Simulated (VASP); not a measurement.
Given:

```
CELL_PARAMETERS angstrom
     10.93707     0.00000     0.00000
      0.00000    10.93707     0.00000
      0.00000     0.00000    10.93707
ATOMIC_POSITIONS crystal
  Si 0.49998 0.99978 0.99974
  Si 0.62469 0.12743 0.12752
  Si 0.74976 0.25006 0.00030
  Si 0.87223 0.37515 0.12760
  Si 0.74968 0.00017 0.25013
  Si 0.87202 0.12756 0.37523
  Si 0.99999 0.00001 0.00000
  Si 0.12492 0.12484 0.12492
  Si 0.25010 0.24999 0.99943
  Si 0.37472 0.37467 0.12506
  Si 0.49994 0.49996 0.99982
  Si 0.62511 0.62501 0.12536
  Si 0.74984 0.74974 0.99970
  Si 0.87509 0.87505 0.12488
  Si 0.25003 0.99930 0.25003
  Si 0.37470 0.12491 0.37467
  Si 0.49908 0.25537 0.25547
  Si 0.60721 0.39209 0.39229
  Si 0.74410 0.50037 0.25566
  Si 0.87448 0.62496 0.37466
  Si 0.49997 0.99978 0.49997
  Si 0.62521 0.12501 0.62516
  Si 0.74407 0.25559 0.50066
  Si 0.87462 0.37465 0.62503
  Si 0.74994 0.99942 0.74986
  Si 0.87509 0.12484 0.87506
  Si 0.99984 0.49994 0.99970
  Si 0.12750 0.62463 0.12737
  Si 0.25015 0.74963 0.00013
  Si 0.37520 0.87207 0.12747
  Si 0.99945 0.24999 0.25012
  Si 0.12512 0.37463 0.37477
  Si 0.25538 0.49905 0.25537
  Si 0.39215 0.60717 0.39219
  Si 0.50049 0.74407 0.25562
  Si 0.62503 0.87435 0.37479
  Si 0.99977 0.99989 0.49996
  Si 0.12768 0.12744 0.62466
  Si 0.25563 0.25540 0.49908
  Si 0.39253 0.39206 0.60714
  Si 0.60746 0.60714 0.60719
  Si 0.74429 0.74411 0.49924
  Si 0.87238 0.87206 0.62473
  Si 0.25021 0.00012 0.74971
  Si 0.37526 0.12751 0.87208
  Si 0.50075 0.25551 0.74412
  Si 0.62513 0.37472 0.87455
  Si 0.74427 0.49915 0.74413
  Si 0.87219 0.62471 0.87217
  Si 0.00024 0.74966 0.25005
  Si 0.12745 0.87212 0.37523
  Si 0.99993 0.49994 0.49995
  Si 0.12544 0.62493 0.62521
  Si 0.25555 0.74410 0.50057
  Si 0.37486 0.87428 0.62507
  Si 0.00035 0.25000 0.74969
  Si 0.12766 0.37512 0.87210
  Si 0.25584 0.50026 0.74404
  Si 0.37481 0.62497 0.87429
  Si 0.49947 0.74399 0.74408
  Si 0.62479 0.87204 0.87222
  Si 0.99974 0.74970 0.74985
  Si 0.12490 0.87505 0.87508
  C  0.49981 0.49978 0.49967
```

Calculation: HSE06 screened hybrid, VASP's PBE PAW potentials (set 64) (plane waves; VASP). Settings: PREC = Normal, LREAL = Auto, ISYM = 0, EDIFF = 1E-5, 400 eV cut-off, 1×1×1 Γ-centred mesh, Gaussian smearing of 0.050 eV, potentials Si C.

The supercell is sampled at Γ alone, which is coarse: total energies, pressure and levels can be off, energies of defects by several tenths of an eV.

### Question
What does the run give for the energy per atom (σ→0)?

### Answer

- energy per atom (σ→0) = -6.241 eV/atom

The cell is a supercell with a defect, built from Si (diamond): C_Si. The cell's shape comes from a PBE relaxation. The run is not spin-polarised, so no state with unpaired spins was tried.
